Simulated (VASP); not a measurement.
Level of theory: LDA (Ceperley-Alder, Perdew-Zunger), VASP's LDA PAW potentials (set 64) (plane waves; VASP).

VASP input:

**KPOINTS**
```
Automatic mesh
0
gamma
16 16 16
0 0 0
```

INCAR:
```
! general
SYSTEM   =  Ir
PREC     =  Accurate
ENCUT    =  500
LREAL    =  F
LASPH    =  T

! electronic loop
EDIFF    =  1E-6
NELM     =  100
ALGO     =  Normal
LMAXMIX  =  6

! smearing
ISMEAR   =  1
SIGMA    =  0.1

! ions
IBRION   =  2
NSW      =  40
ISIF     =  3
EDIFFG   =  -0.02

! output
LWAVE    =  F
LCHARG   =  F
```

POSCAR:
```
Ir
1
    0.0000000000     1.9098558015     1.9098558015
    1.9098558015    -0.0000000000     1.9098558015
    1.9098558015     1.9098558015    -0.0000000000
Ir
1
Direct
  0.0000000000   0.0000000000   0.0000000000
```

POTCAR, in this order: Ir (LDA.64 set). Program: vasp_std.

The run wrote:

File OUTCAR:
```
 ion  position               nearest neighbor table
   1  0.000  0.000  0.000-
  LATTYP: Found a face centered cubic cell.
 ALAT       =     3.8197116030
 Subroutine PRICEL returns:
 Original cell was already a primitive cell.
 Subroutine GETGRP returns: Found 48 space group operations
The static configuration has the point symmetry O_h .
The dynamic configuration has the point symmetry O_h .
 Subroutine INISYM returns: Found 48 space group operations
 Subroutine IBZKPT returns following result:
 Found    145 irreducible k-points:

 Following reciprocal coordinates:
            Coordinates               Weight
  0.000000  0.000000  0.000000      1.000000
  0.062500  0.000000  0.000000      8.000000
  0.125000  0.000000  0.000000      8.000000
  0.187500  0.000000  0.000000      8.000000
  0.250000  0.000000  0.000000      8.000000
  0.312500  0.000000  0.000000      8.000000
  0.375000  0.000000  0.000000      8.000000
  0.437500  0.000000  0.000000      8.000000
  0.500000  0.000000  0.000000      4.000000
  0.062500  0.062500  0.000000      6.000000
  0.125000  0.062500  0.000000     24.000000
  0.187500  0.062500  0.000000     24.000000
  0.250000  0.062500  0.000000     24.000000
  0.312500  0.062500  0.000000     24.000000
  0.375000  0.062500  0.000000     24.000000
  0.437500  0.062500  0.000000     24.000000
  0.500000  0.062500  0.000000     24.000000
 -0.437500  0.062500  0.000000     24.000000
 -0.375000  0.062500  0.000000     24.000000
 -0.312500  0.062500  0.000000     24.000000
 -0.250000  0.062500  0.000000     24.000000
 -0.187500  0.062500  0.000000     24.000000
 -0.125000  0.062500  0.000000     24.000000
 -0.062500  0.062500  0.000000     12.000000
  0.125000  0.125000  0.000000      6.000000
  0.187500  0.125000  0.000000     24.000000
  0.250000  0.125000  0.000000     24.000000
  0.312500  0.125000  0.000000     24.000000
  0.375000  0.125000  0.000000     24.000000
  0.437500  0.125000  0.000000     24.000000
  0.500000  0.125000  0.000000     24.000000
 -0.437500  0.125000  0.000000     24.000000
 -0.375000  0.125000  0.000000     24.000000
 -0.312500  0.125000  0.000000     24.000000
 -0.250000  0.125000  0.000000     24.000000
 -0.187500  0.125000  0.000000     24.000000
 -0.125000  0.125000  0.000000     12.000000
  0.187500  0.187500  0.000000      6.000000
  0.250000  0.187500  0.000000     24.000000
  0.312500  0.187500  0.000000     24.000000
   k-points           NKPTS =    145   k-points in BZ     NKDIM =    145   number of bands    NBANDS=      8
   number of dos      NEDOS =    301   number of ions     NIONS =      1
   total plane-waves  NPLWV =   8000
   dimension x,y,z NGX =    20 NGY =   20 NGZ =   20
   dimension x,y,z NGXF=    40 NGYF=   40 NGZF=   40
   ions per type =               1
   PREC   = accura    normal or accurate (medium, high low for compatibility)
   ISTART =      0    job   : 0-new  1-cont  2-samecut
   ICHARG =      2    charge: 1-file 2-atom 10-const
   ISPIN  =      1    spin polarized calculation?
   LNONCOLLINEAR =      F non collinear calculations
   LSORBIT =      F    spin-orbit coupling
   INIWAV =      1    electr: 0-lowe 1-rand  2-diag
   ENCUT  =  500.0 eV  36.75 Ry    6.06 a.u.   4.92  4.92  4.92*2*pi/ulx,y,z
   NELM   =    100;   NELMIN=  2; NELMDL= -5     # of ELM steps
   EDIFF  = 0.1E-05   stopping-criterion for ELM
   LREAL  =      F    real-space projection
   NLSPLINE    = F    spline interpolate recip. space projectors
   LMAXMIX     =    6 max onsite mixed and CHGCAR
   VOSKOWN=      0    Vosko Wilk Nusair interpolation
...
```

### OSZICAR
```
       N       E                     dE             d eps       ncg     rms          rms(c)
DAV:   1     0.411028197710E+02    0.41103E+02   -0.44119E+03  2360   0.100E+03
DAV:   2    -0.102757357724E+02   -0.51379E+02   -0.49841E+02  2336   0.207E+02
DAV:   3    -0.109186626392E+02   -0.64293E+00   -0.64216E+00  3360   0.310E+01
DAV:   4    -0.109229519568E+02   -0.42893E-02   -0.42881E-02  2992   0.185E+00
DAV:   5    -0.109229828802E+02   -0.30923E-04   -0.30923E-04  3440   0.898E-02    0.164E+01
DAV:   6    -0.104152878644E+02    0.50770E+00   -0.10662E+00  2760   0.146E+01    0.659E+00
DAV:   7    -0.103231393154E+02    0.92149E-01   -0.29779E-01  3056   0.705E+00    0.158E+00
DAV:   8    -0.103164829354E+02    0.66564E-02   -0.21985E-03  2568   0.768E-01    0.494E-01
DAV:   9    -0.103155275853E+02    0.95535E-03   -0.78582E-04  3136   0.498E-01    0.358E-02
DAV:  10    -0.103155247154E+02    0.28699E-05   -0.67984E-06  3112   0.337E-02    0.627E-03
DAV:  11    -0.103155247539E+02   -0.38545E-07   -0.17723E-07  1912   0.314E-03
   1 F= -.10315525E+02 E0= -.10315440E+02  d E =-.103155E+02
```

File OUTCAR:
```
------------------------ aborting loop because EDIFF is reached ----------------------------------------
  FORCE on cell =-STRESS in cart. coord.  units (eV):
  Direction    XX          YY          ZZ          XY          YZ          ZX
  --------------------------------------------------------------------------------------
  Total       -0.0006925     -0.0006925     -0.0006925      0.0000000      0.0000000      0.0000000
  in kB       -0.0796379     -0.0796379     -0.0796379      0.0000000      0.0000000      0.0000000
  external PRESSURE =      -0.0796379 kB  Pullay stress =       0.0000000 kB
  volume of cell :       13.93
      direct lattice vectors                 reciprocal lattice vectors
     0.000000000  1.909855802  1.909855802    -0.261799870  0.261799870  0.261799870
     1.909855802  0.000000000  1.909855802     0.261799870 -0.261799870  0.261799870
     1.909855802  1.909855802  0.000000000     0.261799870  0.261799870 -0.261799870
 POSITION                                       TOTAL-FORCE (eV/Angst)
 -----------------------------------------------------------------------------------
      0.00000      0.00000      0.00000         0.000000      0.000000      0.000000
 -----------------------------------------------------------------------------------
    total drift:                               -0.000000     -0.000000     -0.000000
  FREE ENERGIE OF THE ION-ELECTRON SYSTEM (eV)
  ---------------------------------------------------
  free  energy   TOTEN  =       -10.3155247539 eV

  energy  without entropy=      -10.3152700807  energy(sigma->0) =      -10.31543986

 reached required accuracy - stopping structural energy minimisation
```
(Selected blocks of OUTCAR.)

The compound is Ir in the fcc structure. It was relaxed first.
